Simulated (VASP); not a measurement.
A convergence study with VASP on Au (fcc): one setting is varied, all else stays as given below, so the limit is that of these other settings.

```
CELL_PARAMETERS angstrom
      0.00000     2.04000     2.04000
      2.04000     0.00000     2.04000
      2.04000     2.04000     0.00000
ATOMIC_POSITIONS crystal
  Au 0.00000 0.00000 0.00000
```

Computed with PBEsol GGA, VASP's PBE PAW potentials (set 64) (plane waves; VASP). The tightest run used: 550 eV cut-off, 25×25×25 Γ-centred mesh, first-order Methfessel-Paxton smearing of 0.10 eV, potentials Au.

Q: The settings run are 1×1×1 mesh; 2×2×2 mesh; 3×3×3 mesh; 4×4×4 mesh; 5×5×5 mesh; 6×6×6 mesh; 7×7×7 mesh; 8×8×8 mesh; 9×9×9 mesh; 10×10×10 mesh; 11×11×11 mesh; 12×12×12 mesh; 14×14×14 mesh; 15×15×15 mesh; 16×16×16 mesh; 17×17×17 mesh; 18×18×18 mesh; 19×19×19 mesh; 20×20×20 mesh; 21×21×21 mesh; 22×22×22 mesh; 23×23×23 mesh; 24×24×24 mesh; 25×25×25 mesh. From which on does the stress (every component) stay within 0.2 GPa of the tightest run?

A: From 20×20×20 mesh on: it is off by 0.15 there and by no more than 0.2 in any finer run, while 19×19×19 mesh is off by 0.25.
| setting | E (eV/atom) | pressure (GPa) | irreducible k-points | difference judged (GPa) |
|---|---|---|---|---|
| 1×1×1 mesh | -14.6676 | -93.71 | 1 | 93.76 |
| 2×2×2 mesh | -0.4721 | 50.68 | 3 | 50.62 |
| 3×3×3 mesh | -4.3122 | -5.92 | 4 | 5.97 |
| 4×4×4 mesh | -3.7097 | 1.76 | 8 | 1.71 |
| 5×5×5 mesh | -4.0315 | -0.26 | 10 | 0.31 |
| 6×6×6 mesh | -3.8488 | 1.47 | 16 | 1.42 |
| 7×7×7 mesh | -3.9759 | -0.11 | 20 | 0.16 |
| 8×8×8 mesh | -3.8830 | 1.11 | 29 | 1.06 |
| 9×9×9 mesh | -3.9481 | 0.04 | 35 | 0.01 |
| 10×10×10 mesh | -3.9013 | 0.58 | 47 | 0.53 |
| 11×11×11 mesh | -3.9325 | 0.14 | 56 | 0.09 |
| 12×12×12 mesh | -3.9147 | 0.04 | 72 | 0.01 |
| 14×14×14 mesh | -3.9217 | 0.10 | 104 | 0.05 |
| 15×15×15 mesh | -3.9230 | -0.03 | 120 | 0.08 |
| 16×16×16 mesh | -3.9236 | 0.16 | 145 | 0.11 |
| 17×17×17 mesh | -3.9227 | -0.10 | 165 | 0.15 |
| 18×18×18 mesh | -3.9242 | 0.22 | 195 | 0.17 |
| 19×19×19 mesh | -3.9232 | -0.20 | 220 | 0.25 |
| 20×20×20 mesh | -3.9243 | 0.20 | 256 | 0.15 |
| 21×21×21 mesh | -3.9225 | -0.07 | 286 | 0.12 |
| 22×22×22 mesh | -3.9241 | 0.11 | 328 | 0.06 |
| 23×23×23 mesh | -3.9217 | 0.02 | 364 | 0.03 |
| 24×24×24 mesh | -3.9244 | 0.11 | 413 | 0.06 |
| 25×25×25 mesh | -3.9220 | 0.05 | 455 | 0.00 |

Left out are rungs that failed or repeat a setting and relaxations that didn't move; long series are thinned to 24 rows.

The compound is Au in the fcc structure. The cell was not relaxed at this level.
